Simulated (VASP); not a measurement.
VASP input:

### INCAR
```
# general
SYSTEM =ZnS
PREC   =Accurate
ENCUT  =520   # plane-wave cut-off (eV)
LREAL  =F
LASPH  =T   # aspherical one-centre terms

# electronic loop
EDIFF  =1E-6
NELM   =100
ALGO   =Normal   # blocked Davidson
LMAXMIX=4

# smearing
ISMEAR =0   # Gaussian
SIGMA  =0.05   # width (eV)

# functional
GGA    =RP

# ions
IBRION =2
NSW    =60   # most ionic steps
ISIF   =3
EDIFFG =-0.01   # ionic stop

# output
LWAVE  =F
LCHARG =F
```

### POSCAR
```
ZnS
1.0
  0.0000000000   2.7581679514   2.7581679514
  2.7581679514   0.0000000000   2.7581679514
  2.7581679514   2.7581679514   0.0000000000
Zn S
1 1
direct
  0.0000000000   1.0000000000   0.0000000000
  0.2500000000   0.2500000000   0.2500000000
```

File KPOINTS:
```
Automatic mesh
0
Gamma
8 8 8
0 0 0
```

POTCAR, in this order: Zn S (PBE.64 set). Program: vasp_std.

Task: Write an equivalent input for Quantum ESPRESSO's pw.x.

Result: One equivalent input (not run):
```
&CONTROL
  calculation = 'vc-relax'
  pseudo_dir = './pseudo'
  outdir = './out'
  tprnfor = .true.
  tstress = .true.
  nstep = 60
  forc_conv_thr = 0.00039
/
&SYSTEM
  ibrav = 0
  nat = 2
  ntyp = 2
  ecutwfc = 84
  occupations = 'smearing'
  smearing = 'gaussian'
  degauss = 0.003675
  input_dft = 'rpbe'
/
&ELECTRONS
  conv_thr = 7.3e-08
  electron_maxstep = 100
/
&IONS
/
&CELL
/
ATOMIC_SPECIES
  Zn 65.380 Zn.upf
  S 32.060 S.upf
CELL_PARAMETERS angstrom
     0.0000000    2.7581680    2.7581680
     2.7581680    0.0000000    2.7581680
     2.7581680    2.7581680   -0.0000000
ATOMIC_POSITIONS crystal
  Zn   0.0000000  1.0000000  0.0000000
  S    0.2500000  0.2500000  0.2500000
K_POINTS automatic
  8 8 8 0 0 0
```
What does not carry over: the potentials are each code's own (VASP's PAW set, PseudoDojo norm-conserving files in pw.x), so ENCUT and ecutwfc are chosen apart and not converted; conv_thr bounds pw.x's estimated SCF error, while EDIFF bounds the energy change between steps; forc_conv_thr acts on force components and is met together with etot_conv_thr.

The compound is ZnS in the zinc blende structure. It was relaxed first, which changed the volume by +6 %. The start is the result of an earlier pass.
